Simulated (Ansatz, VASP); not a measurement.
## Cross-check of Zn23Cd16S39 between VASP and Ansatz

Wanted: the spread between two codes on one cell, functional and k mesh. The structure shown is the start of the Ansatz relaxation below; VASP solves that cell, so the two are compared at the walk's first step.

Program: Ansatz 0.2.0. Level of theory: plane waves, with VASP 6.6.1 beside it; single point at PBE. Results are calculated unless marked as measured.

### Step 1. Set-up

The cell holds 78 atoms: 23 Zn, 16 Cd and 39 S. Cell: a = 12.226 Å, b = 12.226 Å, c = 12.226 Å, α = 90.0°, β = 90.0°, γ = 90.0°.

### Step 2. Ansatz: relaxation, PBE

Ansatz runs on its PAW soft_1 files.

The two programs are compared at the cell with which this relaxation starts, whose forces are those of its first step.

File input.yaml:

```yaml
crystal:
  lattice:
    - [12.2258, 0.0, 0.0]
    - [0.0, 12.2258, 0.0]
    - [0.0, 0.0, 12.2258]
  atoms:
    - { symbol: Zn, position: [0.73864, 0.56342, 0.03481] }
    - { symbol: Zn, position: [0.30035, 0.54545, 0.32033] }
    - { symbol: Zn, position: [0.96181, 0.09425, 0.98156] }
    - { symbol: Zn, position: [0.96706, 0.09009, 0.29226] }
    - { symbol: Zn, position: [0.52256, 0.72576, 0.1592] }
    - { symbol: Zn, position: [0.61773, 0.99978, 0.30148] }
    - { symbol: Zn, position: [0.28862, 0.55307, 0.98384] }
    - { symbol: Zn, position: [0.83412, 0.83257, 0.18063] }
    - { symbol: Zn, position: [0.29678, 0.86538, 0.2689] }
    - { symbol: Zn, position: [0.63624, 0.97004, 0.96658] }
    - { symbol: Zn, position: [0.40085, 0.13607, 0.09889] }
    - { symbol: Zn, position: [0.05833, 0.67836, 0.08679] }
    - { symbol: Zn, position: [0.22336, 0.2637, 0.13149] }
    - { symbol: Zn, position: [0.50027, 0.40459, 0.56544] }
    - { symbol: Zn, position: [0.2992, 0.88363, 0.97105] }
    - { symbol: Zn, position: [0.84478, 0.84393, 0.49539] }
    - { symbol: Zn, position: [0.06227, 0.70413, 0.77859] }
    - { symbol: Zn, position: [0.51731, 0.72004, 0.49531] }
    - { symbol: Zn, position: [0.84097, 0.80816, 0.85264] }
    - { symbol: Zn, position: [0.50373, 0.40239, 0.90019] }
    - { symbol: Zn, position: [0.97251, 0.41136, 0.58976] }
    - { symbol: Zn, position: [0.73191, 0.24097, 0.10804] }
    - { symbol: Zn, position: [0.51655, 0.72861, 0.83305] }
    - { symbol: Cd, position: [0.74323, 0.56243, 0.36261] }
    - { symbol: Cd, position: [0.39755, 0.14572, 0.7758] }
    - { symbol: Cd, position: [0.97648, 0.40296, 0.23956] }
    - { symbol: Cd, position: [0.2777, 0.55368, 0.65073] }
    - { symbol: Cd, position: [0.73199, 0.24951, 0.42458] }
    - { symbol: Cd, position: [0.73576, 0.58292, 0.69782] }
    - { symbol: Cd, position: [0.20797, 0.2665, 0.78289] }
    - { symbol: Cd, position: [0.28617, 0.87331, 0.62462] }
    - { symbol: Cd, position: [0.50788, 0.37914, 0.21858] }
    - { symbol: Cd, position: [0.97255, 0.41317, 0.91714] }
    - { symbol: Cd, position: [0.96324, 0.0773, 0.6364] }
    - { symbol: Cd, position: [0.72896, 0.25453, 0.77772] }
    - { symbol: Cd, position: [0.39573, 0.13213, 0.44542] }
    - { symbol: Cd, position: [0.62286, 0.98547, 0.63785] }
    - { symbol: Cd, position: [0.06688, 0.69271, 0.42108] }
    - { symbol: Cd, position: [0.19715, 0.26501, 0.45468] }
    - { symbol: S, position: [0.87326, 0.74012, 0.67771] }
    - { symbol: S, position: [0.54311, 0.29483, 0.7268] }
    - { symbol: S, position: [0.44064, 0.02309, 0.95038] }
    - { symbol: S, position: [0.64972, 0.86884, 0.14173] }
    - { symbol: S, position: [0.9811, 0.98525, 0.44904] }
    - { symbol: S, position: [0.84439, 0.39837, 0.08069] }
    - { symbol: S, position: [0.53631, 0.29289, 0.40784] }
    - { symbol: S, position: [0.32099, 0.43967, 0.81484] }
    - { symbol: S, position: [0.16873, 0.84495, 0.11746] }
    - { symbol: S, position: [0.09988, 0.58223, 0.24298] }
    - { symbol: S, position: [0.42667, 0.02429, 0.2621] }
    - { symbol: S, position: [0.08303, 0.26329, 0.62503] }
    - { symbol: S, position: [0.86876, 0.40006, 0.4175] }
    - { symbol: S, position: [0.87159, 0.72976, 0.35399] }
    - { symbol: S, position: [0.10001, 0.58215, 0.91984] }
    - { symbol: S, position: [0.40537, 0.71136, 0.65588] }
    - { symbol: S, position: [0.1898, 0.86719, 0.80711] }
    - { symbol: S, position: [0.07179, 0.58297, 0.60378] }
    - { symbol: S, position: [0.30584, 0.43428, 0.15263] }
    - { symbol: S, position: [0.62428, 0.56571, 0.87124] }
    - { symbol: S, position: [0.42698, 0.02438, 0.62222] }
    - { symbol: S, position: [0.10424, 0.24497, 0.96928] }
    - { symbol: S, position: [0.77185, 0.12913, 0.27194] }
    - { symbol: S, position: [0.41194, 0.71984, 0.9967] }
    - { symbol: S, position: [0.76371, 0.12974, 0.95798] }
    - { symbol: S, position: [0.62116, 0.56286, 0.20069] }
    - { symbol: S, position: [0.76618, 0.1294, 0.60727] }
    - { symbol: S, position: [0.54496, 0.27404, 0.0572] }
    - { symbol: S, position: [0.64918, 0.87738, 0.4591] }
    - { symbol: S, position: [0.98206, 0.97907, 0.13836] }
    - { symbol: S, position: [0.31296, 0.44803, 0.48876] }
    - { symbol: S, position: [0.09731, 0.24111, 0.27532] }
    - { symbol: S, position: [0.4057, 0.70626, 0.3273] }
    - { symbol: S, position: [0.97477, 0.97388, 0.82467] }
    - { symbol: S, position: [0.86097, 0.41564, 0.74209] }
    - { symbol: S, position: [0.18523, 0.85452, 0.44117] }
    - { symbol: S, position: [0.64066, 0.86083, 0.80519] }
    - { symbol: S, position: [0.6173, 0.55476, 0.52627] }
    - { symbol: S, position: [0.86626, 0.7149, 0.03473] }
kpoints:
  mp_grid: { grid: [1, 1, 1] }
hamiltonian:
  xc: pbe
  pseudopotentials: { kind: paw, azcp: { folder: soft_1 } }
scf:
  occupations: { method: gaussian, width: 0.05 }
output:
  forces: true
relax:
  f_tol: 0.05
  max_steps: 150
  cell: {}
```

The run is started by

```bash
ansatz run input.yaml --threads 4 --pin off --max-ram 8192MiB --backend cpu --events-out ev --progress --plain --runs-dir out
```

Numbers of over 12 decimals in the logs are rounded to 6 here.

Output:

```text
Engine: ansatz 0.2.0, aarch64-unknown-linux-gnu
Pseudopotentials: kind: paw
Pseudopotential: Zn, paw, valence charge 12, recommended cutoff 420 eV (normal), soft_1/Zn.paw.azcp
Pseudopotential: Cd, paw, valence charge 20, recommended cutoff 420 eV (normal), soft_1/Cd.paw.azcp
Pseudopotential: S, paw, valence charge 6, recommended cutoff 420 eV (normal), soft_1/S.paw.azcp
Functional definition: PBE
  parameter kappa = 0.804
  parameter beta = 0.066725
  exchange = pbe_x(kappa = kappa, mu = beta*pi^2/3)
  correlation = pbe_c(beta = beta)
Crystal: 78 atoms, lattice volume = 1827.393 Å³
Basis set: ecut = 420 eV, 35729 PW (Γ), exchange–correlation on 180×180×180 points (8 copies of the dense FFT grid, shifted against one another)
Bands: 498, of which v1, the nominal top of the filled ones, is band 415 counted from 1 (414 counted from 0)
Symmetry: 1 space group operations
Space group: P1 (ITA 1), of the structure as read, at distance tolerance 1.2e-4 Å
k-points: 1
Non-local potential: Zn, projectors of the file, l = 0: 2, l = 1: 2, l = 2: 3, l = 3: 1
Non-local potential: Cd, projectors of the file, l = 0: 3, l = 1: 2, l = 2: 2, l = 3: 1
Non-local potential: S, projectors of the file, l = 0: 2, l = 1: 2, l = 2: 1
PAW form: soft (Blöchl's): semilocal exchange-correlation on the pseudo side does not see the compensation charge
PAW one-centre angular grid: Zn, 590 points (default); XC on 64 Gauss nodes
PAW one-centre angular grid: Cd, 590 points (default); XC on 64 Gauss nodes
PAW one-centre angular grid: S, 110 points (default); XC on 64 Gauss nodes
Initial density: superposition of atomic densities (chi_scale 0.1, normalization cell, long waves kept (reshape's long-wave potential 0.49 eV rms))
Initial wavefunctions: pseudopotential atomic-orbital guess
Functional: x = pbe(κ = 0.804, μ = 0.219515), c = pbe(β = 0.066725)
SCF iter   1: F=—  HF=-243636.387487 eV  |F-HF|=—  |Δ(HF+E_count)|=         —  Δρ=3.68e-2  dr2=5.35e1  ethr=3.10e-3  ⟨swp⟩=7.0  Hψ=2057  notcnv=0  defer=54
preconditioner: auto → Resta (q_TF=auto, 2.392 Å⁻¹)  ε∞=5.8  [insulator: Δε(μ)=0.193 eV  Ē_g=10.544 eV  σ=0.050 eV  W_gap=0.99  n_scr=436 (ndim 8)  ℏωp=23.0 eV  f_vac=0.044  D(μ)=1.10/eV (n_scr^D=0)  ε∞_Penn≈5.8]
SCF iter   2: F=—  HF=-243630.863013 eV  |F-HF|=—  |Δ(HF+E_count)|=    5.52e0  Δρ=2.07e-2  dr2=2.08e1  ethr=3.10e-3  ⟨swp⟩=3.0  Hψ=893  notcnv=0  defer=78
preconditioner: auto → LDOS  [insulator: Δε(μ)=0.137 eV  Ē_g=10.303 eV  σ=0.050 eV  W_gap=0.95  n_scr=436 (ndim 8)  ℏωp=23.0 eV  f_vac=0.047  D(μ)=6.93/eV (n_scr^D=18)  ε∞_Penn≈6.0  β→1.0]
SCF iter   3: F=—  HF=-243629.707194 eV  |F-HF|=—  |Δ(HF+E_count)|=    1.16e0  Δρ=1.46e-2  dr2=1.53e1  ethr=2.50e-3  ⟨swp⟩=3.0  Hψ=897  notcnv=0  defer=78
SCF iter   4: F=—  HF=-243628.592776 eV  |F-HF|=—  |Δ(HF+E_count)|=    1.11e0  Δρ=5.48e-3  dr2=2.35e0  ethr=1.84e-3  ⟨swp⟩=2.0  Hψ=574  notcnv=0  defer=78
SCF iter   5: F=—  HF=-243628.501595 eV  |F-HF|=—  |Δ(HF+E_count)|=   9.12e-2  Δρ=4.27e-3  dr2=1.43e0  ethr=2.84e-4  ⟨swp⟩=4.0  Hψ=739  notcnv=0  defer=78
SCF iter   6: F=—  HF=-243628.402106 eV  |F-HF|=—  |Δ(HF+E_count)|=   9.95e-2  Δρ=1.22e-3  dr2=9.83e-2  ethr=1.72e-4  ⟨swp⟩=2.0  Hψ=427  notcnv=0  defer=78
SCF iter   7: F=—  HF=-243628.400547 eV  |F-HF|=—  |Δ(HF+E_count)|=   1.56e-3  Δρ=1.21e-3  dr2=1.42e-1  ethr=1.18e-5  ⟨swp⟩=4.0  Hψ=591  notcnv=0  defer=72
SCF iter   8: F=—  HF=-243628.402488 eV  |F-HF|=—  |Δ(HF+E_count)|=   1.94e-3  Δρ=1.33e-3  dr2=1.42e-1  ethr=1.18e-5  ⟨swp⟩=1.0  Hψ=426  notcnv=0  defer=72
SCF iter   9: F=—  HF=-243628.399528 eV  |F-HF|=—  |Δ(HF+E_count)|=   2.96e-3  Δρ=9.11e-4  dr2=7.13e-2  ethr=1.18e-5  ⟨swp⟩=1.0  Hψ=426  notcnv=0  defer=72
SCF iter  10: F=—  HF=-243628.397219 eV  |F-HF|=—  |Δ(HF+E_count)|=   2.31e-3  Δρ=3.64e-4  dr2=4.04e-3  ethr=8.58e-6  ⟨swp⟩=1.0  Hψ=426  notcnv=0  defer=72
SCF iter  11: F=—  HF=-243628.396770 eV  |F-HF|=—  |Δ(HF+E_count)|=   4.49e-4  Δρ=1.71e-4  dr2=1.49e-3  ethr=4.87e-7  ⟨swp⟩=2.0  Hψ=658  notcnv=0  defer=72
SCF iter  12: F=—  HF=-243628.396648 eV  |F-HF|=—  |Δ(HF+E_count)|=   1.22e-4  Δρ=1.28e-4  dr2=9.86e-4  ethr=1.79e-7  ⟨swp⟩=2.0  Hψ=427  notcnv=0  defer=72
SCF iter  13: F=—  HF=-243628.396603 eV  |F-HF|=—  |Δ(HF+E_count)|=   4.54e-5  Δρ=9.17e-5  dr2=5.87e-4  ethr=1.19e-7  ⟨swp⟩=2.0  Hψ=658  notcnv=0  defer=72
SCF iter  14: F=—  HF=-243628.396586 eV  |F-HF|=—  |Δ(HF+E_count)|=   1.67e-5  Δρ=6.50e-5  dr2=2.45e-4  ethr=7.07e-8  ⟨swp⟩=2.0  Hψ=507  notcnv=0  defer=72
SCF iter  15: F=—  HF=-243628.396560 eV  |F-HF|=—  |Δ(HF+E_count)|=   2.65e-5  Δρ=3.47e-5  dr2=5.38e-5  ethr=2.96e-8  ⟨swp⟩=2.0  Hψ=659  notcnv=0  defer=72
SCF iter  16: F=—  HF=-243628.399776 eV  |F-HF|=—  |Δ(HF+E_count)|=   3.22e-3  Δρ=2.26e-5  dr2=2.64e-5  ethr=6.49e-9  ⟨swp⟩=2.0  Hψ=730  notcnv=0  defer=72
[...]
atom  47  S     -0.01271711    -0.01200511    -0.00797106
  atom  48  S     -0.00649764    -0.00152281     0.00368403
  atom  49  S     -0.00388789    -0.00822912     0.00463865
  atom  50  S      0.00242114    -0.00868868    -0.01146839
  atom  51  S     -0.00223620    -0.00177768     0.00812881
  atom  52  S     -0.00576132     0.00351673     0.00215008
  atom  53  S     -0.00564405     0.00107288     0.00100949
  atom  54  S     -0.00122350    -0.00135637     0.00489618
  atom  55  S     -0.00282088    -0.00177732    -0.00285045
  atom  56  S     -0.00385564     0.00042555    -0.00557772
  atom  57  S     -0.00536914     0.00787657     0.00822973
  atom  58  S      0.00250121    -0.00229665     0.00219009
  atom  59  S     -0.00035901    -0.00165904    -0.00454580
  atom  60  S      0.00306452    -0.00169936    -0.02021290
  atom  61  S     -0.00792397     0.00641266    -0.00197131
  atom  62  S      0.00605977    -0.00451389     0.00154166
  atom  63  S      0.00123654    -0.00559891    -0.00037425
  atom  64  S      0.00215273    -0.00205513    -0.00060722
  atom  65  S      0.00450584    -0.00438209     0.00100032
  atom  66  S      0.00613978     0.00085372     0.00789274
  atom  67  S      0.00616075    -0.00059860     0.00413219
  atom  68  S      0.00455980     0.00161239     0.00594330
  atom  69  S     -0.00058636    -0.00859275    -0.00781240
  atom  70  S      0.00039624    -0.00744919    -0.00081208
  atom  71  S     -0.00204314     0.00022328     0.00147666
  atom  72  S     -0.00124876    -0.00428525    -0.00025499
  atom  73  S     -0.00566413    -0.00167504     0.00094911
  atom  74  S     -0.00234283    -0.00600193    -0.00518445
  atom  75  S     -0.00020154    -0.00161833     0.00484863
  atom  76  S     -0.00067562     0.00010226    -0.00182788
  atom  77  S      0.00196057    -0.00205780    -0.00291953
  atom  78  S     -0.00331068    -0.00035716     0.00172331
  max |Σ_I F_I| component: 4.05e-7 eV/Å
--- Stress (GPa, compression-positive) ---
        0.016529      -0.017489      -0.011476
       -0.017489       0.015979      -0.002232
       -0.011476      -0.002232      -0.002819
  P = ⅓ Tr σ = 0.0099 GPa (0.099 kbar)
--- Relaxed structure (12 steps of the walk, 12 accepted, 2 SCFs on fresh bases) ---
  F+E_penalty+E_count = -243641.89800698 eV   max|allowed force component| = 2.487e-2 eV/Å   (the final SCF, on the basis selected at the relaxed cell)
  cell:  # Å, volume = 1853.4567 Å³
    - [12.328577, -0.915559, -0.974022]
    - [-0.915559, 12.720555, 0.958302]
    - [-0.974022, 0.958302, 12.021030]
  atoms:
    - { symbol: Zn, position: [0.749410, 0.571170, 0.047100] }
    - { symbol: Zn, position: [0.286445, 0.551155, 0.299360] }
    - { symbol: Zn, position: [0.927554, 0.074009, 0.998873] }
    - { symbol: Zn, position: [0.929105, 0.072298, 0.318031] }
    - { symbol: Zn, position: [0.527954, 0.712220, 0.149383] }
    - { symbol: Zn, position: [0.633497, 0.967237, 0.287055] }
    - { symbol: Zn, position: [0.282145, 0.553254, 0.975251] }
    - { symbol: Zn, position: [0.850005, 0.834482, 0.181449] }
    - { symbol: Zn, position: [0.302190, 0.838561, 0.252223] }
    - { symbol: Zn, position: [0.631362, 0.966132, 0.965474] }
    - { symbol: Zn, position: [0.460313, 0.103471, 0.071178] }
    - { symbol: Zn, position: [0.073689, 0.696915, 0.078019] }
    - { symbol: Zn, position: [0.156107, 0.308554, 0.157306] }
    - { symbol: Zn, position: [0.498470, 0.400535, 0.532693] }
    - { symbol: Zn, position: [0.293960, 0.837395, 0.930070] }
    - { symbol: Zn, position: [0.852933, 0.842719, 0.515563] }
    - { symbol: Zn, position: [0.066529, 0.699835, 0.751247] }
    - { symbol: Zn, position: [0.529952, 0.710017, 0.480118] }
    - { symbol: Zn, position: [0.856222, 0.836119, 0.862287] }
    - { symbol: Zn, position: [0.506405, 0.397916, 0.874459] }
    - { symbol: Zn, position: [0.969967, 0.428404, 0.610116] }
    - { symbol: Zn, position: [0.722453, 0.237676, 0.095876] }
    - { symbol: Zn, position: [0.532028, 0.706921, 0.830261] }
    - { symbol: Cd, position: [0.747032, 0.569998, 0.377286] }
    - { symbol: Cd, position: [0.448505, 0.120752, 0.748077] }
    - { symbol: Cd, position: [0.967493, 0.417986, 0.268776] }
    - { symbol: Cd, position: [0.288172, 0.552434, 0.643394] }
    - { symbol: Cd, position: [0.728290, 0.244118, 0.427952] }
    - { symbol: Cd, position: [0.748373, 0.578015, 0.714544] }
    - { symbol: Cd, position: [0.165183, 0.306128, 0.835772] }
    - { symbol: Cd, position: [0.291096, 0.841289, 0.594159] }
    - { symbol: Cd, position: [0.497659, 0.395298, 0.192018] }
    - { symbol: Cd, position: [0.965247, 0.422155, 0.946605] }
    - { symbol: Cd, position: [0.937598, 0.074788, 0.663467] }
    - { symbol: Cd, position: [0.724488, 0.247835, 0.766747] }
    - { symbol: Cd, position: [0.443504, 0.110997, 0.395922] }
    - { symbol: Cd, position: [0.620285, 0.956758, 0.630008] }
    - { symbol: Cd, position: [0.071629, 0.704826, 0.406501] }
    - { symbol: Cd, position: [0.162185, 0.304251, 0.486648] }
    - { symbol: S, position: [0.882382, 0.747060, 0.707338] }
    - { symbol: S, position: [0.525919, 0.310421, 0.722001] }
    - { symbol: S, position: [0.441525, 0.0022626, 0.929621] }
    - { symbol: S, position: [0.658856, 0.867586, 0.146840] }
    - { symbol: S, position: [0.977216, 0.994885, 0.501427] }
    - { symbol: S, position: [0.830251, 0.407810, 0.088201] }
    - { symbol: S, position: [0.528994, 0.299274, 0.394131] }
    - { symbol: S, position: [0.325532, 0.446079, 0.845572] }
    - { symbol: S, position: [0.199854, 0.848784, 0.075117] }
    - { symbol: S, position: [0.103530, 0.587192, 0.259513] }
    - { symbol: S, position: [0.445108, 0.00508632, 0.243111] }
    - { symbol: S, position: [0.059984, 0.269542, 0.650651] }
    - { symbol: S, position: [0.861662, 0.414498, 0.432454] }
    - { symbol: S, position: [0.872868, 0.742838, 0.370199] }
    - { symbol: S, position: [0.099173, 0.593022, 0.935036] }
    - { symbol: S, position: [0.438261, 0.709583, 0.640309] }
    - { symbol: S, position: [0.190950, 0.852604, 0.753001] }
    - { symbol: S, position: [0.088988, 0.589900, 0.610170] }
    - { symbol: S, position: [0.299452, 0.443270, 0.156857] }
    - { symbol: S, position: [0.629251, 0.556319, 0.874140] }
    - { symbol: S, position: [0.426512, 0.019160, 0.588267] }
    - { symbol: S, position: [0.061616, 0.248383, 0.997419] }
    - { symbol: S, position: [0.749824, 0.134229, 0.275937] }
    - { symbol: S, position: [0.415980, 0.703456, 0.970318] }
[...]
- { symbol: S, position: [0.065289, 0.244859, 0.307917] }
    - { symbol: S, position: [0.420271, 0.701416, 0.298744] }
    - { symbol: S, position: [0.977337, 0.991283, 0.863600] }
    - { symbol: S, position: [0.856844, 0.417463, 0.750127] }
    - { symbol: S, position: [0.208751, 0.868033, 0.391086] }
    - { symbol: S, position: [0.662692, 0.862628, 0.831479] }
    - { symbol: S, position: [0.621137, 0.557366, 0.527135] }
    - { symbol: S, position: [0.880944, 0.724968, 0.044498] }
```

Reading the cycles: dr2 is the Hartree energy of the density residual (eV), the measure of convergence; HF is the Harris–Foulkes estimate of the energy, which meets the free energy F at convergence.

[end of part 1 of 2]

[Lines on the potential files, build, host, timing and source positions are cut from VASP's logs without a mark.]

[Logs are printed without paths, hosts, clocks, repeated set-up lines and the standing remarks that a program may print on its own settings, such as how far it seeks lower states.]

[Hosts, paths, dates, database ids (printed as entryN), source tags and the programs' standing remarks are cut or masked in the printed files.]
